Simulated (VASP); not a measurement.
```yaml
crystal:
  lattice:
    - [1.77914, -3.18525, 0.00000]
    - [1.77914, 3.18525, 0.00000]
    - [0.00000, 0.00000, 5.65240]
  atoms:
    - { symbol: Gd, position: [0.33333, 0.66667, 0.25000] }
    - { symbol: Gd, position: [0.67868, 0.34535, 0.75000] }
```

Level of theory: PBE GGA, VASP's PBE PAW potentials (set 64) (plane waves; VASP). Settings: 400 eV cut-off, 2×2×1 Γ-centred mesh, first-order Methfessel-Paxton smearing of 0.10 eV, potentials Gd_3.

The 4f electrons are frozen in the core of the lanthanide potential, so 4f levels, which can set the real gap, and their magnetism are missing.

Q: Which forces act on the atoms, in eV/Å?

A: 
| atom | Fx | Fy | Fz |
|---|---|---|---|
| Gd1 | 0.161 | -0.276 | 0.000 |
| Gd2 | -0.161 | 0.276 | 0.000 |

Q: Give the stress tensor in GPa (positive for a compressed cell).

A: 
```
-11.86   -0.67    0.00
 -0.67   -7.20    0.00
  0.00    0.00   -6.28
```
The pressure is its mean diagonal, -8.45 GPa.

The compound is Gd in the hcp structure. The cell was not relaxed at this level, atoms are displaced from their ideal sites. The k-mesh is coarse (spacing up to 1.11 per Å, 2π included), so the numbers may not be converged in it. The run is one of a series of settings (KPOINTS 2×2×1 Γ-centred mesh against the base run), some of them coarse on purpose.
